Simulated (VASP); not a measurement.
Given:

```
CELL_PARAMETERS angstrom
      0.00000     3.58365     3.58365
      3.58365     0.00000     3.58365
      3.58365     3.58365     0.00000
ATOMIC_POSITIONS crystal
  Ca 0.75000 0.75000 0.75000
  Ca 0.25000 0.25000 0.25000
  Si 0.00000 0.00000 0.00000
```

These are r2SCAN meta-GGA, VASP's PBE PAW potentials (set 64) (plane waves; VASP) values and carry that method's errors. Run with 400 eV cut-off, 6×6×6 Γ-centred mesh, tetrahedra with Blöchl corrections, potentials Ca_sv Si.

Q: Give the energies of bands 9 to 15 at the high-symmetry points, in eV from the valence-band maximum.

A: 
```tsv
band	Γ	X	U	L	W
9	-6.79	-5.87	-5.89	-6.09	-5.87
10	-0.36	-1.88	-1.50	-1.88	-1.15
11	-0.36	-0.01	-0.87	-0.04	-1.15
12	-0.36	-0.01	0.00	-0.04	-0.30
13	2.25	0.78	1.25	2.79	1.39
14	2.25	2.13	2.77	2.79	3.05
15	2.25	3.13	3.29	3.15	3.05
```

The gap is indirect, 0.78 eV, from the valence maximum at U to the conduction minimum at X.

The structure comes from a computed database's Ca2Si entry (Fm-3m); how it stands against other phases isn't given here. It was relaxed first.
